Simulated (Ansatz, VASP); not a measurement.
## Two plane-wave programs on In3TeCl

```xyz
5
Lattice="6.0323 0.0000 0.0000 0.0000 6.0323 0.0000 0.0000 0.0000 6.0323" Properties=species:S:1:pos:R:3 pbc="T T T"
Cl    0.0000    0.0000    0.0000
Te    3.0162    3.0162    3.0162
In    3.0162    3.0162    0.0000
In    3.0162    0.0000    3.0162
In    0.0000    3.0162    3.0162
```

The cell comes from a database or a generator and needn't be the stable form of this composition.

Alike in both runs: task single point; functional PBE; k mesh 4 × 4 × 4; occupations gaussian, width 0.05 eV; no spin polarisation.

|  | VASP | Ansatz |
| --- | --- | --- |
| version | VASP 6.6.1 | Ansatz 0.2.0 |
| potentials or method | VASP PAW PBE potentials, release 64 (Cl, Te, In_d) | scalar-relativistic, plane waves, PAW |
| plane-wave cutoff (eV) | 520 | 420 |
| valence electrons in the cell | 52 | 62 |

```tsv
	VASP	Ansatz	Ansatz less VASP
gap on the k mesh at the Fermi level (eV)	none	none	-
pressure (GPa)	0.7	0.7	+0.06
```

A gap of «none» marks a metal or a gap that the smearing closes. The two sets of potentials don't hold the same shells in valence.

The runs have no spin-orbit coupling, so splittings on Te are missing.
